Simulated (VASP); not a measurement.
VASP runs on NiO (space group Fm-3m) share one base input (PBE GGA, plane waves, VASP's PBE PAW potentials (set 64)) and change the settings named in each case.

### POSCAR
```
NiO
1
    4.2815740000     2.1407870000     2.1407870000
    2.1407870000     4.2815740000     2.1407870000
    2.1407870000     2.1407870000     4.2815740000
Ni O
2 2
Direct
  0.0000000000   0.0000000000   0.0000000000
  0.5000000000   0.5000000000   0.5000000000
  0.2500000000   0.2500000000   0.2500000000
  0.7500000000   0.7500000000   0.7500000000
```

KPOINTS:
```
K-points
0
G
 7 7 7
```

INCAR:
```
SYSTEM = NiO
PREC = Accurate
ENCUT = 400
EDIFF = 1E-6
NELM = 100
ALGO = Normal
LREAL = .FALSE.
LASPH = .TRUE.
ISMEAR = -1
SIGMA = 0.05
GGA = PE
LMAXMIX = 4
LWAVE = .FALSE.
LCHARG = .FALSE.
ISIF = 2
ISPIN = 2
MAGMOM = 2.0 -2.0 0.0 0.0
LORBIT = 11
```

POTCAR, in this order: Ni O (PBE.64 set). Program: vasp_std.

```tsv
change	E(σ→0) (eV/atom)	pressure (GPa)	−TS (eV)
base run	-5.8589	-16.27	0.0000
GGA removed, POTCAR Ni O (LDA.64 set)	-6.6222	(withheld)	(withheld)
KPOINTS 2×2×2 Γ-centred mesh	-5.7796	-17.03	0.0000
LDAU = .TRUE., LDAUJ = 0 0, LDAUL = 2 -1, LDAUTYPE = 2, LDAUU = 8.0 0	-4.9796	(withheld)	0.0000
```

Complete the blanks.

- GGA removed, POTCAR Ni O (LDA.64 set), pressure (GPa): -33.38
- GGA removed, POTCAR Ni O (LDA.64 set), −TS (eV): -0.0013
- LDAU = .TRUE., LDAUJ = 0 0, LDAUL = 2 -1, LDAUTYPE = 2, LDAUU = 8.0 0, pressure (GPa): -18.30

Energies of different potentials or functionals have different zeros.  At 400 eV the pressure can carry a Pulay error.

Left out are runs that ran out of time, are held back, or changed the cell or the kind of run, fixed moments of cells without a moment, rows past the twelfth, gaps on odd meshes, pressures of charged cells and columns that move by less than the noise.

The structure is a typed NiO crystal. The cell was not relaxed at this level, its lattice was scaled by up to 2.5 %. The spin order is the one that the start imposed; others were not tried in this run.
